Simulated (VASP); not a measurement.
# BaZrO3 with PBE + D3(BJ): from relaxation to properties

Aim: relax BaZrO3 with PBE + D3(BJ), compute its properties on that cell and hold them against experiment. The steps: relaxing cell and atoms (PBE + D3(BJ)), second relaxation, density, ELF and potential (PBE + D3(BJ)), band structure (PBE + D3(BJ)), total and projected DOS (PBE + D3(BJ)), zone-centre phonons (PBE + D3(BJ)), field gradients at the nuclei (PBE + D3(BJ)), optical spectrum (PBE + D3(BJ)) and a single point (PBE + D3(BJ)), changed input. The start is a cell from a database of measured crystal structures.

Method: PBE with D3(BJ); plane waves and PAW (Ba_sv, Zr_sv, O), in VASP 6.6.1.

Experimental background.

For BaZrO3, cubic perovskite (undoped submicron crystals from molten salt synthesis), “Excitation-Dependent Photoluminescence of BaZrO3:Eu3+ Crystals” (2022, pmc:9457899) gives, by XRD Rietveld refinement: lattice constant a (a, undoped) 4.1947 ± 0.0002 Å [submicron molten-salt powder; measurement temperature not stated].

### 1. The structure

Before any relaxation, the start is as follows. The structure is cubic, space group Pm-3m (No. 221). Conventional cell: a = 4.191 Å, b = 4.191 Å, c = 4.191 Å, α = 90.00°, β = 90.00°, γ = 90.00°. Ba has 12 O at 2.96 Å nearest. Zr has 6 O at 2.10 Å nearest. O has 2 Zr at 2.10 Å and 4 Ba at 2.96 Å nearest. Farther neighbours and most contacts between anions are not listed.

Coordinates:

```xyz
5
Lattice="4.1913 0.0000 0.0000 0.0000 4.1913 0.0000 0.0000 0.0000 4.1913" Properties=species:S:1:pos:R:3 pbc="T T T"
Ba    0.0000    0.0000    0.0000
Zr    2.0957    2.0957    2.0957
O     0.0000    2.0957    2.0957
O     2.0957    0.0000    2.0957
O     2.0957    2.0957    0.0000
```

### 2. Relaxing cell and atoms (PBE + D3(BJ))

Properties are meant for the cell that this level of theory prefers, so cell and atoms are relaxed first (ISIF = 3) until forces and stress are small; EDIFFG sets the threshold. PBE, the usual starting point, adds the gradient of the density. A dispersion term adds the long-range attraction that semilocal functionals lack. D3 with Becke-Johnson damping keeps a finite attraction at short range.

INCAR reads:

```
SYSTEM = BaZrO3
PREC = Accurate
ENCUT = 520
EDIFF = 1E-06
NELM = 100
ISMEAR = 0
SIGMA = 0.05
LREAL = .FALSE.
ALGO = Normal
GGA = PE
IVDW = 12
NBANDS = 26
LASPH = .TRUE.
LORBIT = 11
LWAVE = .FALSE.
LCHARG = .FALSE.
KPAR = 4
IBRION = 2
NSW = 60
ISIF = 3
EDIFFG = -0.01
```

POSCAR reads:

```
BaZrO3
1.0
    4.1913400000      0.0000000000      0.0000000000
    0.0000000000      4.1913400000      0.0000000000
    0.0000000000      0.0000000000      4.1913400000
Ba Zr O
1 1 3
Direct
    0.0000000000      0.0000000000      0.0000000000
    0.5000000000      0.5000000000      0.5000000000
    0.0000000000      0.5000000000      0.5000000000
    0.5000000000      0.0000000000      0.5000000000
    0.5000000000      0.5000000000      0.0000000000
```

KPOINTS reads:

```
Automatic mesh
0
Gamma
5 5 5
0 0 0
```

The projector-augmented-wave data sets are Ba_sv, Zr_sv and O (PBE family, release 64).

Command:

```console
mpirun -np 4 vasp_std
```

Output:

```text
[banner, memory and clock lines left out]
running    4 mpi-ranks, on    1 nodes
 distrk:  each k-point on    1 cores,    4 groups
 distr:  one band on    1 cores,    1 groups

 POSCAR found type information on POSCAR BaZrO
 POSCAR found :  3 types and       5 ions
 LDA part: xc-table for (Slater+PW92), standard interpolation
 POSCAR, INCAR and KPOINTS ok, starting setup
 FFT: planning ... GRIDC
 FFT: planning ... GRID_SOFT
 FFT: planning ... GRID
 WAVECAR not read
 entering main loop
       N       E                     dE             d eps       ncg     rms          rms(c)
DAV:   1     0.310767019275E+03    0.31077E+03   -0.22312E+04   520   0.152E+03
DAV:   2    -0.287797850985E+02   -0.33955E+03   -0.33124E+03   654   0.368E+02
DAV:   3    -0.487433645963E+02   -0.19964E+02   -0.19922E+02   828   0.856E+01
DAV:   4    -0.492504721770E+02   -0.50711E+00   -0.50668E+00   728   0.111E+01
DAV:   5    -0.492590397406E+02   -0.85676E-02   -0.85671E-02   740   0.112E+00    0.289E+01
DAV:   6    -0.417514032436E+02    0.75076E+01   -0.41302E+01   594   0.413E+01    0.128E+01
DAV:   7    -0.417012903483E+02    0.50113E-01   -0.29854E+00   740   0.985E+00    0.785E+00
DAV:   8    -0.416868435541E+02    0.14447E-01   -0.34333E-01   642   0.464E+00    0.706E-01
DAV:   9    -0.416833035187E+02    0.35400E-02   -0.58056E-02   740   0.142E+00    0.503E-01
DAV:  10    -0.416851764047E+02   -0.18729E-02   -0.15424E-02   708   0.108E+00    0.266E-01
DAV:  11    -0.416847713805E+02    0.40502E-03   -0.21539E-03   662   0.400E-01    0.376E-02
DAV:  12    -0.416848249064E+02   -0.53526E-04   -0.17058E-04   630   0.960E-02    0.313E-02
DAV:  13    -0.416848249044E+02    0.19686E-08   -0.22135E-05   778   0.293E-02    0.521E-03
DAV:  14    -0.416848250737E+02   -0.16927E-06   -0.21035E-06   560   0.115E-02
   1 F= -.42913984E+02 E0= -.42913984E+02  d E =-.429140E+02
 curvature:   0.00 expect dE= 0.000E+00 dE for cont linesearch  0.000E+00
 trial: gam= 0.00000 g(F)=  0.000E+00 g(S)=  0.342E-01 ort = 0.000E+00 (trialstep = 0.100E+01)
 search vector abs. value=  0.342E-01
 bond charge predicted
       N       E                     dE             d eps       ncg     rms          rms(c)
DAV:   1    -0.419511664878E+02   -0.26634E+00   -0.71778E+00   554   0.214E+01    0.493E+00
DAV:   2    -0.417632557649E+02    0.18791E+00   -0.87082E-01   592   0.574E+00    0.186E+00
DAV:   3    -0.417224986168E+02    0.40757E-01   -0.11417E-01   672   0.249E+00    0.495E-01
DAV:   4    -0.417193761999E+02    0.31224E-02   -0.42112E-02   802   0.103E+00    0.380E-01
DAV:   5    -0.417205127651E+02   -0.11366E-02   -0.14554E-03   692   0.231E-01    0.211E-01
DAV:   6    -0.417214740596E+02   -0.96129E-03   -0.26022E-03   818   0.259E-01    0.336E-02
DAV:   7    -0.417214984216E+02   -0.24362E-04   -0.14471E-04   670   0.687E-02    0.257E-02
DAV:   8    -0.417215032870E+02   -0.48654E-05   -0.44242E-05   670   0.452E-02    0.706E-03
DAV:   9    -0.417215034805E+02   -0.19350E-06   -0.27262E-06   558   0.966E-03
   2 F= -.42912039E+02 E0= -.42912039E+02  d E =0.194503E-02
 trial-energy change:    0.001945  1 .order    0.001608   -0.034205    0.037420
 step:   0.4705(harm=  0.4776)  dis= 0.00000  next Energy=   -42.921995 (dE=-0.801E-02)
 bond charge predicted
       N       E                     dE             d eps       ncg     rms          rms(c)
DAV:   1    -0.417767843882E+02   -0.55281E-01   -0.20312E+00   554   0.113E+01    0.265E+00
DAV:   2    -0.417222247909E+02    0.54560E-01   -0.24120E-01   572   0.304E+00    0.972E-01
DAV:   3    -0.417112395349E+02    0.10985E-01   -0.32053E-02   708   0.134E+00    0.246E-01
DAV:   4    -0.417105042055E+02    0.73533E-03   -0.94506E-03   834   0.486E-01    0.206E-01
DAV:   5    -0.417108753444E+02   -0.37114E-03   -0.42521E-04   786   0.116E-01    0.103E-01
DAV:   6    -0.417111465015E+02   -0.27116E-03   -0.58095E-04   802   0.118E-01    0.199E-02
DAV:   7    -0.417111645050E+02   -0.18003E-04   -0.36655E-05   718   0.353E-02    0.948E-03
DAV:   8    -0.417111689895E+02   -0.44845E-05   -0.10089E-05   616   0.193E-02    0.250E-03
DAV:   9    -0.417111690110E+02   -0.21425E-07   -0.52326E-07   300   0.464E-03
   3 F= -.42921925E+02 E0= -.42921925E+02  d E =-.794172E-02
 curvature:  -0.24 expect dE=-0.101E-11 dE for cont linesearch -0.101E-11
 trial: gam= 0.00000 g(F)=  0.262E-65 g(S)=  0.422E-11 ort =-0.380E-06 (trialstep = 0.894E+00)
 search vector abs. value=  0.104E-09
 reached required accuracy - stopping structural energy minimisation
```

Wall time 40 s (4 MPI ranks of AMD EPYC 7R13 (Zen 3), shared host); peak memory 0.71 GiB.

Lines that name or quote the potential files are left out of all logs, and their timing lines are given in words.

From OUTCAR (step 2):

```text
ion  position               nearest neighbor table
   1  0.000  0.000  0.000-   3 2.96   4 2.96   5 2.96   3 2.96   4 2.96   3 2.96   5 2.96   3 2.96
                             4 2.96   5 2.96   4 2.96   5 2.96   2 3.63   2 3.63   2 3.63   2 3.63
   2  0.500  0.500  0.500-   3 2.10   4 2.10   5 2.10   5 2.10   4 2.10   3 2.10   1 3.63   1 3.63
                             1 3.63   1 3.63   1 3.63   1 3.63   1 3.63   1 3.63
   3  0.000  0.500  0.500-   2 2.10   2 2.10   1 2.96   1 2.96   1 2.96   1 2.96
   4  0.500  0.000  0.500-   2 2.10   2 2.10   1 2.96   1 2.96   1 2.96   1 2.96
   5  0.500  0.500  0.000-   2 2.10   2 2.10   1 2.96   1 2.96   1 2.96   1 2.96

  LATTYP: Found a simple cubic cell.
 ALAT       =     4.1913400000

 Subroutine GETGRP returns: Found 48 space group operations
 (whereof 48 operations were pure point group operations)

The static configuration has the point symmetry O_h .

 Found     10 irreducible k-points:

   k-points           NKPTS =     10   k-points in BZ     NKDIM =     10   number of bands    NBANDS=     26

   dimension x,y,z NGX =    32 NGY =   32 NGZ =   32
   dimension x,y,z NGXF=    64 NGYF=   64 NGZF=   64

   ENCUT  =  520.0 eV  38.22 Ry    6.18 a.u.   7.79  7.79  7.79*2*pi/ulx,y,z

   NELECT =      40.0000    total number of electrons

 k-points in reciprocal lattice and weights: Automatic mesh
   0.00000000  0.00000000  0.00000000       0.008
   0.20000000  0.00000000  0.00000000       0.048
   0.40000000  0.00000000  0.00000000       0.048
   0.20000000  0.20000000  0.00000000       0.096
   0.40000000  0.20000000  0.00000000       0.192
   0.40000000  0.40000000  0.00000000       0.096
   0.20000000  0.20000000  0.20000000       0.064
   0.40000000  0.20000000  0.20000000       0.192
   0.40000000  0.40000000  0.20000000       0.192
   0.40000000  0.40000000  0.40000000       0.064

 Edisp (eV)   -1.19054

 average (electrostatic) potential at core
       1 -33.7397       2 -78.3502       3 -69.4396       4 -69.4396       5 -69.4396

 E-fermi :   3.8659

 k-point     1 :       0.0000    0.0000    0.0000
  band No.  band energies     occupation
    ...
     16       2.7212      2.00000
     17       2.7212      2.00000
     18       3.4444      2.00000
     19       3.4444      2.00000
     20       3.4444      2.00000
     21       6.8406      0.00000
     22       6.8406      0.00000
     23       6.8406      0.00000
     24       8.3200      0.00000
     25       8.3200      0.00000
    ...

 k-point     2 :       0.2000    0.0000    0.0000
  band No.  band energies     occupation
    ...
     16       2.3957      2.00000
     17       2.4592      2.00000
     18       2.6385      2.00000
     19       3.3318      2.00000
     20       3.3318      2.00000
     21       6.9725      0.00000
     22       7.6559      0.00000
     23       7.6559      0.00000
     24       8.9029      0.00000
     25       8.9363      0.00000
    ...

 k-point     3 :       0.4000    0.0000    0.0000
  band No.  band energies     occupation
    ...
     16       2.0227      2.00000
     17       2.0227      2.00000
     18       2.0985      2.00000
     19       3.2239      2.00000
     20       3.2239      2.00000
     21       7.2233      0.00000
     22       9.0258      0.00000
     23       9.0258      0.00000
     24       9.8807      0.00000
     25      10.0735      0.00000
    ...

 Edisp (eV)   -1.21076

  Total      -0.00001    -0.00001    -0.00001    -0.00000    -0.00000     0.00000
  in kB      -0.00026    -0.00026    -0.00026    -0.00000    -0.00000     0.00000
  external pressure =       -0.00 kB  Pullay stress =        0.00 kB

  energy-cutoff  :      520.00
  volume of cell :       74.73
      direct lattice vectors                 reciprocal lattice vectors
     4.212024184  0.000000000  0.000000000     0.237415541 -0.000000000 -0.000000000
     0.000000000  4.212024184  0.000000000    -0.000000000  0.237415541 -0.000000000
     0.000000000  0.000000000  4.212024184    -0.000000000 -0.000000000  0.237415541

 POSITION                                       TOTAL-FORCE (eV/Angst)
 -----------------------------------------------------------------------------------
      0.00000      0.00000      0.00000         0.000000     -0.000000      0.000000
      2.10601      2.10601      2.10601        -0.000000      0.000000      0.000000
      0.00000      2.10601      2.10601        -0.000000      0.000000      0.000000
      2.10601      0.00000      2.10601         0.000000      0.000000      0.000000
      2.10601      2.10601      0.00000         0.000000     -0.000000      0.000000
 -----------------------------------------------------------------------------------
    total drift:                                0.000000     -0.000000     -0.000000

  FREE ENERGIE OF THE ION-ELECTRON SYSTEM (eV)
  ---------------------------------------------------
  free  energy   TOTEN  =       -42.9219252806 eV

  energy  without entropy=      -42.9219252806  energy(sigma->0) =      -42.92192528

 reached required accuracy - stopping structural energy minimisation

 total charge
# of ion       s       p       d       tot
------------------------------------------
    1        2.001   5.633   0.263   7.896
    2        2.196   6.081   1.411   9.688
    3        1.561   3.480   0.000   5.041
    4        1.561   3.480   0.000   5.041
    5        1.561   3.480   0.000   5.041
--------------------------------------------------
tot          8.880  22.154   1.674  32.708

[... 3 further parts left out ...]
```

CONTCAR:

```
BaZrO3
   1.00000000000000
     4.2120241836234822    0.0000000000000000    0.0000000000000000
     0.0000000000000000    4.2120241836234822    0.0000000000000000
     0.0000000000000000    0.0000000000000000    4.2120241836234822
  Ba              Zr              O
     1     1     3
Direct
     0.0000000000000000    0.0000000000000000    0.0000000000000000
     0.5000000000000000    0.5000000000000000    0.5000000000000000
     0.0000000000000000    0.5000000000000000    0.5000000000000000
     0.5000000000000000    0.0000000000000000    0.5000000000000000
     0.5000000000000000    0.5000000000000000    0.0000000000000000
```

The gap is read on the k-mesh alone, so it is an upper bound where the band edges lie off the mesh. Harder data sets than Ba_sv exist (the GW ones), and pressures, volumes and forces can shift noticeably with them. The run keeps the 48 symmetry operations of its start, so it cannot find a distortion of lower symmetry.

The steps of the relaxation:

| step | energy less that of the first step (eV) | largest force (eV/Å) | pressure (GPa) | volume (Å³) |
| --- | --- | --- | --- | --- |
| 1 | 0.0000 | 0.0000 | 2.37 | 73.63 |
| 2 | 0.0019 | 0.0000 | -2.51 | 75.97 |
| 3 | -0.0079 | 0.0000 | 0.00 | 74.73 |

| conventional cell, symmetrised | before | after | change |
| --- | --- | --- | --- |
| a (Å) | 4.191 | 4.212 | +0.5 % |
| b (Å) | 4.191 | 4.212 | +0.5 % |
| c (Å) | 4.191 | 4.212 | +0.5 % |
| volume (Å³/atom) | 14.73 | 14.95 | +1.5 % |

Final coordinates:

```xyz
5
Lattice="4.2120 0.0000 0.0000 0.0000 4.2120 0.0000 0.0000 0.0000 4.2120" Properties=species:S:1:pos:R:3 pbc="T T T"
Ba    0.0000    0.0000    0.0000
Zr    2.1060    2.1060    2.1060
O     0.0000    2.1060    2.1060
O     2.1060    0.0000    2.1060
O     2.1060    2.1060    0.0000
```

A gap read on the k-mesh alone can miss the band edges.

This step gave:

```yaml
electrons: 40
bands: 26
irreducible_k_points: 10
symmetry_operations: 48
free_energy_toten: -42.92 eV
fermi_energy: 3.866 eV
pressure: -2.60e-5 GPa
metallic: no
valence_top_at_k: 0.4, 0.4, 0.4
conduction_bottom_at_k: 0, 0, 0
least_direct_gap_at_k: 0, 0, 0
scf_cycles_over_all_ionic_steps: 32
gap_on_the_k_mesh: 3.258 eV
least_direct_gap_on_the_k_mesh: 3.396 eV
```

It ends with forces that vanish by symmetry and a pressure of 0.00 GPa. The volume lies +1.5 % from that of the database's start.

[end of part 1 of 5]

[Lines on the potential files, build, host, timing and source positions are cut from VASP's logs without a mark.]

[Logs are printed without paths, hosts, clocks, repeated set-up lines and the standing remarks that a program may print on its own settings, such as how far it seeks lower states.]

[Hosts, paths, dates, database ids (printed as entryN), source tags and the programs' standing remarks are cut or masked in the printed files.]

[Measured values are set beside computed ones only where the two were judged alike; some that the calculation misses by far are left out.]

[In band tables of VASP the shares of atoms and orbitals are scaled to a sum of 1 inside the atoms' spheres.]
